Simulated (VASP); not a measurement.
Level of theory: vdW-DF-cx, VASP's PBE PAW potentials (set 64) (plane waves; VASP).

Input for VASP

### INCAR
```
SYSTEM = WC
PREC = Accurate
ENCUT = 520
EDIFF = 1E-6
NELM = 100
ALGO = Normal
LREAL = .FALSE.
LASPH = .TRUE.
ISMEAR = 1
SIGMA = 0.1
GGA = CX
LUSE_VDW = .TRUE.
AGGAC = 0.0
LMAXMIX = 6
LWAVE = .FALSE.
LCHARG = .FALSE.
IBRION = 2
ISIF = 3
NSW = 60
EDIFFG = -0.01
```

KPOINTS:
```
Automatic mesh
0
Gamma
13 13 12
0 0 0
```

File POSCAR:
```
WC
1
    1.4550000000    -2.5201340000     0.0000000000
    1.4550000000     2.5201340000     0.0000000000
    0.0000000000     0.0000000000     2.8400000000
W C
1 1
Direct
  0.0000000000   0.0000000000   0.0000000000
  0.3333330000   0.6666670000   0.5000000000
```

POTCAR, in this order: W_sv C (PBE.64 set). Program: vasp_std.

Unless said otherwise, spin-orbit coupling is left out, though it shifts the bands of the heavy elements here.

Q: Estimate the energy per atom (σ→0), volume per atom, band gap (on the k-mesh).

A: 
```json
{
 "energy per atom (σ→0)": "-9.527 eV/atom",
 "band gap (on the k-mesh)": "none (metal, semimetal or under 0.01 eV)",
 "volume_per_atom": "10.39 Å^3/atom"
}
```

### OSZICAR
```
...
       N       E                     dE             d eps       ncg     rms          rms(c)
DAV:   1    -0.190579529327E+02   -0.44537E-02   -0.91799E-02  3887   0.448E+00    0.904E-01
DAV:   2    -0.190547514468E+02    0.32015E-02   -0.79558E-03  3917   0.114E+00    0.179E-01
DAV:   3    -0.190542734896E+02    0.47796E-03   -0.88823E-04  4122   0.270E-01    0.590E-02
DAV:   4    -0.190541933093E+02    0.80180E-04   -0.22491E-04  4217   0.173E-01    0.729E-02
DAV:   5    -0.190541925078E+02    0.80158E-06   -0.15539E-05  4297   0.460E-02    0.526E-03
DAV:   6    -0.190541916749E+02    0.83285E-06   -0.25242E-06  4047   0.126E-02
   3 F= -.19054192E+02 E0= -.19054073E+02  d E =-.895764E-04
```

The compound is WC in the wc structure. This run relaxes it. Symmetry was kept, so distortions that lower it aren't found.
